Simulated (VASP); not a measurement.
Input:

```
CELL_PARAMETERS angstrom
      3.52343     0.00000     0.00000
      0.00000     3.52343     0.00000
      0.00000     0.00000     3.52343
ATOMIC_POSITIONS crystal
  Al 0.00000 0.00000 0.00000
  Ni 0.00000 0.50000 0.50000
  Ni 0.50000 0.00000 0.50000
  Ni 0.50000 0.50000 0.00000
```
Starting moments (μB, in the order of the record's atoms Al Ni Ni Ni): 0.0 0.3 0.3 0.3.

Method: r2SCAN meta-GGA, VASP's PBE PAW potentials (set 64) (plane waves; VASP 6.6.1). Settings: 480 eV cut-off, 8×8×8 Γ-centred mesh, first-order Methfessel-Paxton smearing of 0.10 eV, potentials Al Ni.

Energy and stress use the plane-wave basis of the starting cell.

Question: The ions, cell shape and volume at an external pressure of 10.0 GPa are relaxed. What does this cell relax into?

Answer: 
```
CELL_PARAMETERS angstrom
      3.47461     0.00000     0.00000
      0.00000     3.47461     0.00000
      0.00000     0.00000     3.47461
ATOMIC_POSITIONS crystal
  Al 0.00000 0.00000 0.00000
  Ni 0.00000 0.50000 0.50000
  Ni 0.50000 0.00000 0.50000
  Ni 0.50000 0.50000 0.00000
```
Space group Pm-3m (221), at a tolerance of 0.03 Å. The cell ends with 0.83 μB, on the sites -0.02 0.31 0.31 0.31 μB.

Question: How do energy and volume change from the first to the last step?

Answer: The energy (σ→0) changes by +14.0 meV/atom and the volume by -4.1 %, in 3 ionic steps.

```json
[
 {"step": "1", "E(σ→0) (eV)": "-44.2997", "max force (eV/Å)": "0.000", "pressure (GPa)": "0.50", "volume (Å³)": "43.74"},
 {"step": "2", "E(σ→0) (eV)": "-44.0136", "max force (eV/Å)": "0.000", "pressure (GPa)": "24.56", "volume (Å³)": "39.76"},
 {"step": "3", "E(σ→0) (eV)": "-44.2438", "max force (eV/Å)": "0.000", "pressure (GPa)": "9.86", "volume (Å³)": "41.95"}
]
```

The compound is Ni3Al in the L1_2 structure. This run relaxes it under an external pressure of 10 GPa. Symmetry was kept, so distortions that lower it aren't found.
